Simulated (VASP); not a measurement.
**Lattice constant a of zinc-blende III-V compounds: r2SCAN against PBE**

VASP (plane waves, PAW); cells keep the symmetry of their structure type. Static lattice, each level at its own minimum.

Here x stands for PBE a and y for r2SCAN less PBE.

```csv
solid,PBE a (Å),r2SCAN less PBE (Å),cut-off (eV)
BN,3.626,-0.012,520
AlN,4.402,-0.033,520
BP,4.547,-0.014,520
GaN,4.550,-0.043,520
BAs,4.817,-0.030,520
GaP,5.506,-0.056,520
GaAs,5.750,-0.082,520
InP,5.959,-0.054,520
InSb,6.635,?,520
```

Problem. Fit y against x with a straight line, and predict the withheld value at x = 6.635.

Solution. With u = x - 4.9, the rows have u = -1.2740, -0.4980, -0.3530, -0.3500, -0.0830, 0.6060, 0.8500, 1.0590. Means: u -0.0053750, y -0.0405. About the means, the sum of products is -0.10836 and the sum of squares of u is 4.3361; the slope is their ratio. Least squares gives y = -0.0406 - 0.02499·u. Residuals (row less fit): -0.0032, -0.0048, 0.0178, -0.0111, 0.0085, -0.0003, -0.0202, 0.0131; standard error 0.0137 (degrees of freedom: 6). The slope is -0.0250 with a standard error of 0.0066. At the withheld row, u = 1.7350, so y = -0.0406 - 0.02499 × 1.7350 = -0.0840 Å. The calculation gives -0.077 Å, 0.0070 Å above the prediction (10.0 % of the range of y in the table). The row lies outside the fitted rows, so this is an extrapolation. From the scatter of the fitted rows alone, a prediction at this place has a standard error of 0.0185 Å, so the miss is 0.4 times that.

AlN is here a metastable form; wurtzite is the usual one. GaN is here a metastable form; wurtzite is the usual one. The rows are a random draw from the solids of this series computed here; series whose standard error about the line passes 12 to 30 % of the range of y, or with no trend, aren't shown in this form.
